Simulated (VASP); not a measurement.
RbCl (relaxed from the NiAs type structure, space group P6_3/mmc): computed properties

The numbers are results of PBE GGA, VASP's PBE PAW potentials (set 64) (plane waves; VASP), not measurements.

* **space group**: P6_3/mmc (194)
* **cell**: a = 4.6235 Å, b = 4.6235 Å, c = 8.1256 Å, α = 90.00°, β = 90.00°, γ = 120.00°
* **volume per atom**: 37.61 Å³/atom
* **band gap (over mesh and band path)**: 4.78 eV
* **smallest direct gap (over mesh and band path)**: 4.78 eV
* **band-edge character**: direct, Γ to Γ
* **density**: 2.67 g/cm³

```
RbCl
1.0
    4.62347     0.00000     0.00000
   -2.31174     4.00405     0.00000
    0.00000     0.00000     8.12563
Rb Cl
2 2
Direct
  0.00000   0.00000   0.00000
  0.00000   0.00000   0.50000
  0.33333   0.66667   0.25000
  0.66667   0.33333   0.75000
```

The structure was generated: RbCl was put into the NiAs type type (P6_3/mmc), which need not be its known phase. It was relaxed first, which changed the volume by -8 %. Symmetry was kept, so distortions that lower it aren't found.
